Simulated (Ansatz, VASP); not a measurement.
# Be2CdS in VASP and in Ansatz

```
CELL_PARAMETERS angstrom
4.21012 0.00000 0.00000
-2.10506 3.64607 0.00000
0.00000 0.00000 5.15703
ATOMIC_POSITIONS crystal
Be 0.33333 0.66667 0.00000
Be 0.66667 0.33333 0.00000
Cd 0.00000 0.00000 0.00000
S 0.00000 0.00000 0.50000
```

Alike in both runs: functional PBE; k mesh 6 × 6 × 4; occupations gaussian, width 0.1 eV; no spin polarisation.

Ansatz relaxed the structure, and its values are those at the end. VASP's run is a single point on that final structure, the one shown.

|  | VASP | Ansatz |
| --- | --- | --- |
| version | VASP 6.6.1 | Ansatz 0.2.0 |
| potentials or method | VASP PAW PBE potentials, release 64 (Be, Cd, S) | scalar-relativistic, plane waves, PAW |
| plane-wave cutoff (eV) | 520 | 420 |
| valence electrons in the cell | 22 | 30 |

Ansatz gave:

- gap on the k mesh at the Fermi level (eV): none
- pressure (GPa): 0.0

Problem. Which values does VASP return?

Solution. gap on the k mesh at the Fermi level (eV): none; pressure (GPa): 0.2.

A gap of «none» marks a metal or a gap that the smearing closes. The functional is the same, so the differences come from potentials, cutoffs and numerics. The two sets of potentials don't hold the same shells in valence.
